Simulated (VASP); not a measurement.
Input of a VASP 6.6.1 run:

The input INCAR:

```
PREC = Normal
ENCUT = 520
EDIFF = 1E-4
ISMEAR = 0
SIGMA = 0.15
LREAL = False
LASPH = True
NELM = 60
ALGO = Fast
ISIF = 3
LWAVE = False
LCHARG = False
GGA = PE
IBRION = 2
NSW = 24
EDIFFG = -0.08
```

KPOINTS

```
regular mesh
0
Gamma
  4 4 2
```

POSCAR

```
MgCd2S3
1.0
    3.9153825900      0.0000000000      0.0000000000
    0.0000000000      3.9153825900      0.0000000000
    0.0000000000      0.0000000000      8.6773307000
Mg Cd S
1 2 3
Direct
    0.0000000000      0.0000000000      0.0000000000
    0.5000000000      0.5000000000      0.7922201700
    0.5000000000      0.5000000000      0.2077798300
    0.5000000000      0.5000000000      0.0000000000
    0.5000000000      0.5000000000      0.5000000000
    0.0000000000      0.0000000000      0.5000000000
```

Potentials or basis: VASP PAW PBE potentials, release 64 (Mg, Cd, S).

The run is started by

```sh
$ cat potpaw_PBE.64/Mg/POTCAR potpaw_PBE.64/Cd/POTCAR potpaw_PBE.64/S/POTCAR > POTCAR
$ mpirun -np 1 vasp_std > vasp.out
```

Q: Predict the relaxed volume.

A: 25.57 Å³/atom.

Q: Predict the relaxed cell.

A: a = 3.508 Å, b = 3.508 Å, c = 12.467 Å, α = 90.00°, β = 90.00°, γ = 90.00°.

The path:
| step | energy change (eV) | largest force (eV/Å) | pressure (GPa) | volume (Å³) |
| --- | --- | --- | --- | --- |
| 1 | 0.0000 | 21.1842 | 28.92 | 133.03 |
| 2 | 86.9592 | 2.6778 | 9.56 | 208.21 |
| 3 | 4.0140 | 3.0474 | 4.00 | 206.18 |
| 4 | -9.6846 | 1.5367 | -4.42 | 204.75 |
| 5 | -8.8475 | 1.5539 | -1.84 | 169.31 |
| 6 | -9.8558 | 1.6228 | -2.93 | 180.34 |
| 7 | -9.8034 | 1.6666 | -2.98 | 186.82 |
| 8 | -9.6935 | 1.8856 | -3.13 | 195.81 |
| 9 | -10.9579 | 0.5474 | -2.89 | 180.05 |
| 10 | -11.0192 | 0.3571 | -2.43 | 176.87 |
| 11 | -11.0236 | 0.3150 | -2.21 | 176.02 |
| 12 | -11.1168 | 0.6338 | 0.78 | 164.86 |
| 13 | -11.1172 | 0.6301 | 0.73 | 165.58 |
| 14 | -11.1168 | 0.6068 | 0.54 | 166.20 |
| 15 | -11.1636 | 0.5451 | 0.06 | 165.80 |
| 16 | -11.2465 | 0.5007 | -0.61 | 164.47 |
| 17 | -11.1860 | 0.2935 | -1.96 | 161.24 |
| 18 | -11.2494 | 0.4762 | -0.95 | 163.48 |
| 19 | -11.2751 | 0.3696 | -0.99 | 162.42 |
| 20 | -11.3314 | 0.1961 | -0.68 | 159.26 |
| 21 | -11.3651 | 0.0913 | -0.25 | 153.05 |
| 22 | -11.3657 | 0.0147 | -0.39 | 154.40 |
| 23 | -11.3659 | 0.0433 | -0.49 | 154.10 |
| 24 | -11.3689 | 0.0105 | -0.10 | 153.43 |

Caveat: the k mesh is coarse (spacing up to 0.40 Å⁻¹), so the values aren't converged; the volume moved by over 15 % at a fixed basis, so the end points are rough; the relaxation stopped at a loose force limit of 0.08 eV/Å, so its end isn't a converged minimum.
